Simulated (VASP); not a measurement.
A run of VASP 6.6.1:

The input INCAR:

```
  PREC = Accurate
  ENCUT = 520
  EDIFF = 1E-6
  ISMEAR = 0
  SIGMA = 0.1
  LREAL = Auto
  LASPH = True
  NELM = 100
  ALGO = Fast
  ISIF = 2
  LWAVE = False
  LCHARG = False
  LDIPOL = True
  IDIPOL = 3
  DIPOL = 0.5 0.5 0.521
  GGA = CA
  NBANDS = 108
```

Contents of KPOINTS:

```
regular mesh
0
Gamma
  6 6 1
```

Contents of POSCAR:

```
Cu16CO
1.0
    5.1123820280      0.0000000000      0.0000000000
    2.5561910140      4.4274527101      0.0000000000
    0.0000000000      0.0000000000     24.2613636694
Cu C O
16 1 1
Direct
    0.0000000000      0.0000000000      0.3709601868
    0.5000000000      0.0000000000      0.3709601868
    0.0000000000      0.5000000000      0.3709601868
    0.5000000000      0.5000000000      0.3709601868
    0.1666666667      0.1666666667      0.4569867289
    0.6666666667      0.1666666667      0.4569867289
    0.1666666667      0.6666666667      0.4569867289
    0.6666666667      0.6666666667      0.4569867289
   -0.1644642872      0.3289285745      0.5382911166
    0.3333333333      0.3333333333      0.5377971981
   -0.1644642872      0.8355357128      0.5382911166
    0.3289285745      0.8355357128      0.5382911166
    0.0000000000      0.0000000000      0.6225905113
    0.4996846422      0.0006307156      0.6177234462
    0.0006307156      0.4996846422      0.6177234462
    0.4996846422      0.4996846422      0.6177234462
    0.0000000000      0.0000000000      0.6969328196
    0.0000000000      0.0000000000      0.7439130541
```

Potentials or basis: VASP PAW LDA potentials, release 64 (Cu, C, O).

The run is started by

```sh
$ cat potpaw_LDA.64/Cu/POTCAR potpaw_LDA.64/C/POTCAR potpaw_LDA.64/O/POTCAR > POTCAR
$ mpirun -np 1 vasp_std > vasp.out
```

Hardware: 1 thread of Intel(R) Xeon(R) Platinum 8559C (Emerald Rapids) (shared host).

How long does it take, and how much memory?

Wall time 21 min on 1 thread of Intel(R) Xeon(R) Platinum 8559C (Emerald Rapids), with other jobs on the host, peak memory 0.61 GiB. Counts: scf iterations 26, k points 7.
